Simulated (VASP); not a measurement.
OSZICAR of a VASP run on Bi (space group R-3m):

**OSZICAR**
```
       N       E                     dE             d eps       ncg     rms          rms(c)
DAV:   1     0.248968431051E+03    0.24897E+03   -0.12799E+04  1728   0.140E+03
DAV:   2     0.107297222551E+02   -0.23824E+03   -0.23443E+03  1708   0.388E+02
DAV:   3    -0.704868699760E+01   -0.17778E+02   -0.17592E+02  1957   0.131E+02
DAV:   4    -0.756389225394E+01   -0.51521E+00   -0.51452E+00  1911   0.240E+01
DAV:   5    -0.758507364835E+01   -0.21181E-01   -0.21181E-01  2316   0.401E+00    0.114E+00
DAV:   6    -0.757958181261E+01    0.54918E-02   -0.13630E-02  2043   0.118E+00    0.685E-01
DAV:   7    -0.757694385752E+01    0.26380E-02   -0.85078E-03  1873   0.105E+00    0.876E-02
DAV:   8    -0.757715621087E+01   -0.21235E-03   -0.84200E-04  1840   0.288E-01    0.312E-02
DAV:   9    -0.757718316822E+01   -0.26957E-04   -0.57852E-05  2143   0.742E-02    0.877E-03
DAV:  10    -0.757718056347E+01    0.26048E-05   -0.71503E-06  1432   0.273E-02    0.166E-03
DAV:  11    -0.757718076396E+01   -0.20049E-06   -0.55061E-07  1073   0.659E-03
   1 F= -.75771808E+01 E0= -.75771807E+01  d E =-.545211E-07
```

**Question.** Which electronic solver shows in the log?

**Answer.** It is blocked Davidson (ALGO = Normal, or the opening steps of other solvers). The INCAR had ALGO = Normal.

**Question.** Can the final energy be trusted as converged?

**Answer.** The run converged. It stopped with EDIFF = 1E-6, NELM = 100 (PBE GGA, plane waves, VASP's PBE PAW potentials (set 64)).

The structure is a typed Bi crystal. The cell was not relaxed at this level, and its volume differs by -5.9 % from the start's.
